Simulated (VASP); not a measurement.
Consider the following.

```
Li2O
1.0
    0.00000     2.25302     2.25302
    2.25302     0.00000     2.25302
    2.25302     2.25302     0.00000
Li O
2 1
Direct
  0.25000   0.25000   0.25000
  0.75000   0.75000   0.75000
  0.00000   0.00000   0.00000
```

Computed with optB86b-vdW, VASP's PBE PAW potentials (set 64) (plane waves; VASP). Run with 520 eV cut-off, 8×8×8 Γ-centred mesh, Gaussian smearing of 0.050 eV, potentials Li_sv O.

**Question.** Give the stress tensor in GPa (positive for a compressed cell).

**Answer.** 
```
6.21  0.00  0.00
0.00  6.21  0.00
0.00  0.00  6.21
```
The pressure is its mean diagonal, 6.21 GPa.

The compound is Li2O in the antifluorite structure. This cell is one point of a volume scan, at 0.94 of the reference volume.
